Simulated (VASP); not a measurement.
A run of VASP 6.6.1 is set up as follows.

INCAR

```
ALGO = Fast ; EDIFF = 1E-4
EDIFFG = -0.08 ; ENCUT = 520
GGA = PE ; IBRION = 2
ISIF = 3 ; ISMEAR = 0
ISPIN = 2 ; LASPH = T
LCHARG = F ; LMAXMIX = 4
LORBIT = 11 ; LREAL = F
LWAVE = F ; MAGMOM = 4 4 0
NELM = 60 ; NSW = 24
PREC = Normal ; SIGMA = 0.15
```

The input KPOINTS:

```
k-points
0
Gamma
  8 8 4
```

POSCAR

```
Mn2C
1.0
    2.6162909700      0.0000000000      0.0000000000
    0.0000000000      2.6162909700      0.0000000000
    0.0000000000      0.0000000000      4.9986361600
Mn C
2 1
Direct
    0.5000000000      0.5000000000      0.2700000100
    0.5000000000      0.5000000000      0.7299999900
    0.0000000000      0.0000000000      0.0000000000
```

Potentials or basis: VASP PAW PBE potentials, release 64 (Mn_pv, C).

Launch:

```console
$ cat potpaw_PBE.64/Mn_pv/POTCAR potpaw_PBE.64/C/POTCAR > POTCAR
$ mpirun -np 1 vasp_std > vasp.out
```

Task: Predict the relaxed volume.

Result: 9.60 Å³/atom.

Task: What does it give for the space group after relaxing (to 0.05 Å)?

Result: P4/mmm (No. 123).

Final structure:
```cif
data_structure
_symmetry_space_group_name_H-M 'P 1'
_symmetry_Int_Tables_number 1
_cell_length_a 2.5087
_cell_length_b 2.5087
_cell_length_c 4.5744
_cell_angle_alpha 90.000
_cell_angle_beta 90.000
_cell_angle_gamma 90.000
_cell_volume 28.79
loop_
_atom_site_label
_atom_site_type_symbol
_atom_site_fract_x
_atom_site_fract_y
_atom_site_fract_z
_atom_site_occupancy
Mn1 Mn 0.50000 0.50000 0.25011 1
Mn2 Mn 0.50000 0.50000 0.74989 1
C1 C 0.00000 0.00000 0.00000 1
```

Caveat: the volume moved by over 15 % at a fixed basis, so the end points are rough.
